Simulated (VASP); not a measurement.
Calculation: PBEsol GGA, VASP's PBE PAW potentials (set 64) (plane waves; VASP).

VASP ran on this input.

**POSCAR**
```
HfO2
1
    4.8090133180     0.0000000000     0.0000000000
   -0.0000000000     4.8090133180     0.0000000000
    0.0000000000     0.0000000000     3.1994160412
Hf O
2 4
Direct
  0.0000000000   0.0000000000   0.0000000000
  0.5000000000   0.5000000000   0.5000000000
  0.1948821236   0.8051178764   0.5000000000
  0.8051178764   0.1948821236   0.5000000000
  0.6948821236   0.6948821236   0.0000000000
  0.3051178764   0.3051178764   0.0000000000
```

KPOINTS:
```
Automatic mesh
0
Gamma
4 4 6
0 0 0
```

INCAR:
```
! general
SYSTEM  = HfO2
PREC    = Accurate
ENCUT   = 520
LREAL   = .False.
LASPH   = .True.

! electronic loop
EDIFF   = 1E-6
NELM    = 100
ALGO    = Normal
LMAXMIX = 6

! smearing
ISMEAR  = 0
SIGMA   = 0.05

! functional
GGA     = PS

! ions
IBRION  = 2
NSW     = 60
ISIF    = 3
EDIFFG  = -0.02

! output
LWAVE   = .False.
LCHARG  = .False.
```

POTCAR, in this order: Hf_pv O (PBE.64 set). Program: vasp_std.

Output

**OUTCAR**
```
 ion  position               nearest neighbor table
   1  0.000  0.000  0.000-   5 2.08   6 2.08   3 2.08   4 2.08   3 2.08   4 2.08   2 3.76   2 3.76
                             2 3.76   2 3.76   2 3.76   2 3.76   2 3.76   2 3.76
   2  0.500  0.500  0.500-   3 2.08   4 2.08   5 2.08   6 2.08   5 2.08   6 2.08   1 3.76   1 3.76
                             1 3.76   1 3.76   1 3.76   1 3.76   1 3.76   1 3.76
   3  0.195  0.805  0.500-   2 2.08   1 2.08   1 2.08
   4  0.805  0.195  0.500-   2 2.08   1 2.08   1 2.08
   5  0.695  0.695  0.000-   1 2.08   2 2.08   2 2.08
   6  0.305  0.305  0.000-   1 2.08   2 2.08   2 2.08
  LATTYP: Found a simple tetragonal cell.
 ALAT       =     4.8090133180
 C/A-ratio  =     0.6652957332
 Subroutine PRICEL returns:
 Original cell was already a primitive cell.
 Subroutine GETGRP returns: Found 16 space group operations
The static configuration has the point symmetry D_2h.
 The point group associated with its full space group is D_4h.
The dynamic configuration has the point symmetry D_2h.
 Subroutine INISYM returns: Found 16 space group operations
 Subroutine IBZKPT returns following result:
 Found     24 irreducible k-points:

 Following reciprocal coordinates:
            Coordinates               Weight
  0.000000  0.000000  0.000000      1.000000
  0.250000  0.000000  0.000000      4.000000
  0.500000  0.000000  0.000000      2.000000
  0.250000  0.250000  0.000000      4.000000
  0.500000  0.250000  0.000000      4.000000
  0.500000  0.500000  0.000000      1.000000
  0.000000  0.000000  0.166667      2.000000
  0.250000  0.000000  0.166667      8.000000
  0.500000  0.000000  0.166667      4.000000
  0.250000  0.250000  0.166667      8.000000
  0.500000  0.250000  0.166667      8.000000
  0.500000  0.500000  0.166667      2.000000
  0.000000  0.000000  0.333333      2.000000
  0.250000  0.000000  0.333333      8.000000
  0.500000  0.000000  0.333333      4.000000
  0.250000  0.250000  0.333333      8.000000
...
```

### OSZICAR
```
       N       E                     dE             d eps       ncg     rms          rms(c)
DAV:   1     0.279232320664E+03    0.27923E+03   -0.25389E+04  1248   0.166E+03
DAV:   2    -0.587088055203E+02   -0.33794E+03   -0.33301E+03  1646   0.407E+02
DAV:   3    -0.730337511496E+02   -0.14325E+02   -0.14299E+02  1416   0.814E+01
DAV:   4    -0.732120152619E+02   -0.17826E+00   -0.17814E+00  1688   0.970E+00
DAV:   5    -0.732141014642E+02   -0.20862E-02   -0.20854E-02  1550   0.948E-01    0.858E+01
DAV:   6    -0.635931019141E+02    0.96210E+01   -0.57463E+01  1372   0.430E+01    0.722E+01
DAV:   7    -0.633904244655E+02    0.20268E+00   -0.28401E+00  1550   0.120E+01    0.385E+01
DAV:   8    -0.633647322760E+02    0.25692E-01   -0.19337E-01  1508   0.356E+00    0.514E+00
DAV:   9    -0.633524445357E+02    0.12288E-01   -0.60393E-02  1466   0.177E+00    0.267E+00
DAV:  10    -0.633515203035E+02    0.92423E-03   -0.69265E-03  1620   0.554E-01    0.101E-01
DAV:  11    -0.633515647718E+02   -0.44468E-04   -0.35546E-04  1582   0.135E-01    0.417E-02
DAV:  12    -0.633515830138E+02   -0.18242E-04   -0.22334E-05  1560   0.322E-02    0.514E-02
DAV:  13    -0.633515839684E+02   -0.95460E-06   -0.10430E-06  1088   0.768E-03
   1 F= -.63351584E+02 E0= -.63351584E+02  d E =-.633516E+02
```

File OUTCAR:
```
------------------------ aborting loop because EDIFF is reached ----------------------------------------
  FORCE on cell =-STRESS in cart. coord.  units (eV):
  Direction    XX          YY          ZZ          XY          YZ          ZX
  --------------------------------------------------------------------------------------
  Total        0.0550721      0.0550721     -0.0271480      0.0000000      0.0000000      0.0000000
  in kB        1.1925034      1.1925034     -0.5878482      0.0000000      0.0000000      0.0000000
  external PRESSURE =       0.5990529 kB  Pullay stress =       0.0000000 kB
  volume of cell :       73.99
      direct lattice vectors                 reciprocal lattice vectors
     4.809013318  0.000000000  0.000000000     0.207942864  0.000000000  0.000000000
     0.000000000  4.809013318  0.000000000     0.000000000  0.207942864  0.000000000
     0.000000000  0.000000000  3.199416041     0.000000000  0.000000000  0.312557038
 POSITION                                       TOTAL-FORCE (eV/Angst)
 -----------------------------------------------------------------------------------
      0.00000      0.00000      0.00000         0.000000      0.000000      0.000000
      2.40451      2.40451      1.59971         0.000000      0.000000      0.000000
      0.93719      3.87182      1.59971        -0.000688      0.000688      0.000000
      3.87182      0.93719      1.59971         0.000688     -0.000688      0.000000
      3.34170      3.34170      0.00000        -0.000688     -0.000688      0.000000
      1.46732      1.46732      0.00000         0.000688      0.000688      0.000000
 -----------------------------------------------------------------------------------
    total drift:                                0.000000      0.000000     -0.000000
  FREE ENERGIE OF THE ION-ELECTRON SYSTEM (eV)
  ---------------------------------------------------
  free  energy   TOTEN  =       -63.3515839684 eV

  energy  without entropy=      -63.3515839684  energy(sigma->0) =      -63.35158397

 reached required accuracy - stopping structural energy minimisation
```
(Selected blocks of OUTCAR.)

The structure comes from a computed database's HfO2 entry (P4_2/mnm); how it stands against other phases isn't given here. It was relaxed first. The start is the result of an earlier pass.
